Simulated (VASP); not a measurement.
Set up this calculation in VASP 6.6.1, as the native input.

| Item | Value |
| --- | --- |
| Task | relaxation of cell and atoms |
| Functional | PBE |
| Potentials or basis | VASP PAW PBE potentials, release 64 (Nb_sv, Si, O) |
| Cutoff | 520 eV |
| k mesh | 6 × 6 × 10 |
| Occupations | gaussian, width 0.1 eV |
| Spin | no spin polarisation |
| Further INCAR settings | ALGO = Normal; EDIFF = 1e-07; IBRION = 2; POTIM = 0.3; EDIFFG = -0.005; NSW = 60; ISIF = 3 |

The structure of NbSiO4 lies in POSCAR:

```
NbSiO4                                  
1.0
    3.2320373006     -3.2844576705      0.0000000000
    3.2320373006      3.2844576705      0.0000000000
    0.0000000000      0.0000000000      2.7935187756
  Nb              Si              O             
     1     1     4
Direct
     0.5000000000000000    0.5000000000000000    0.5000000000000000
     0.0000000000000000    0.0000000000000000    0.0000000000000000
     0.1837562029030053    0.1837562029030053    0.5000000000000000
     0.8162437970969947    0.8162437970969947    0.5000000000000000
     0.2702076032948491    0.7297923967051509    0.0000000000000000
     0.7297923967051509    0.2702076032948491    0.0000000000000000
```

The cell was built by a generator and needn't be a form met in nature.

The input as run:

INCAR

```
ALGO = Normal
EDIFF = 1E-7
EDIFFG = -0.005
ENCUT = 520
GGA = PE
IBRION = 2
ISIF = 3
ISMEAR = 0
KPAR = 4
LASPH = T
LCHARG = F
LREAL = F
LWAVE = F
NELM = 120
NSW = 60
POTIM = 0.3
PREC = Accurate
SIGMA = 0.1
```

KPOINTS

```
k-points
0
Gamma
  6 6 10
```

Potentials or basis: VASP PAW PBE potentials, release 64 (Nb_sv, Si, O).

Launch:

```bash
$ cat potpaw_PBE.64/Nb_sv/POTCAR potpaw_PBE.64/Si/POTCAR potpaw_PBE.64/O/POTCAR > POTCAR
$ mpirun -np 4 vasp_std > vasp.out
```

Results of the run:

The energy gained by relaxing is 0.0 meV/atom. The ionic steps are 2, the pressure after relaxing is 0.0 GPa and the band gap on the k mesh is none (metal or under the smearing width).

Caveat: an odd number of electrons without spin polarisation forces a metal; a magnetic or distorted state may lie lower.

Wall time 25 s on 4 MPI ranks on Intel(R) Xeon(R) Platinum 8559C (Emerald Rapids), on a shared host, peak memory 0.24 GiB a rank.
